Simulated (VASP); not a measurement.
All values below come from optB86b-vdW, VASP's PBE PAW potentials (set 64) (plane waves; VASP).

The input files of a VASP run:

INCAR:
```
IBRION=2
AGGAC=0.0
SYSTEM=MoTe2
EDIFFG=-0.02   # ionic stop
ALGO=Normal
EDIFF=1E-6   # SCF stop (eV)
PARAM1=0.1234
PREC=Accurate
LCHARG=.False.
ENCUT=520
LUSE_VDW=.True.
PARAM2=1.0
LREAL=.False.
NELM=100   # most electronic steps
GGA=MK
ISMEAR=0
LWAVE=.False.
LMAXMIX=4   # l cut-off of mixed one-centre charges
ISIF=3   # ions, shape and volume
SIGMA=0.05   # width (eV)
NSW=60   # most ionic steps
LASPH=.True.   # aspherical one-centre terms
```

KPOINTS:
```
K-points
0
gamma
7 7 2
0 0 0
```

POSCAR:
```
MoTe2
1.0
  1.7487211890  -3.0288735344   0.0000000000
  1.7487211890   3.0288735344   0.0000000000
  0.0000000000   0.0000000000  13.9731535570
Te Mo
4 2
direct
  0.3333330000   0.6666670000   0.8791597395
  0.6666670000   0.3333330000   0.3791597395
  0.6666670000   0.3333330000   0.1208402605
  0.3333330000   0.6666670000   0.6208402605
  0.3333330000   0.6666670000   0.2500000000
  0.6666670000   0.3333330000   0.7500000000
```

POTCAR, in this order: Te Mo_sv (PBE.64 set). Program: vasp_std.

Energy and stress use the plane-wave basis of the starting cell.

What does the run give for the energy per atom (σ→0), volume per atom?

- energy per atom (σ→0): -3.863 eV/atom
- volume per atom: 25.28 Å³/atom

**OSZICAR**
```
...
DAV:   1    -0.231763151101E+02   -0.93208E-03   -0.30073E-02  1006   0.121E+00    0.212E-01
DAV:   2    -0.231756482354E+02    0.66687E-03   -0.23223E-03  1029   0.299E-01    0.722E-02
DAV:   3    -0.231755196007E+02    0.12863E-03   -0.59407E-04  1233   0.104E-01    0.684E-02
DAV:   4    -0.231754922785E+02    0.27322E-04   -0.15541E-04  1175   0.613E-02    0.282E-02
DAV:   5    -0.231754823717E+02    0.99068E-05   -0.34627E-05  1146   0.315E-02    0.217E-02
DAV:   6    -0.231754798503E+02    0.25214E-05   -0.16827E-05  1216   0.185E-02    0.105E-02
DAV:   7    -0.231754796894E+02    0.16088E-06   -0.11067E-06   566   0.638E-03
   6 F= -.23175480E+02 E0= -.23175480E+02  d E =-.176858E-02
```

The compound is MoTe2 in the 2H layered structure. This run relaxes it. Symmetry was kept, so distortions that lower it aren't found.
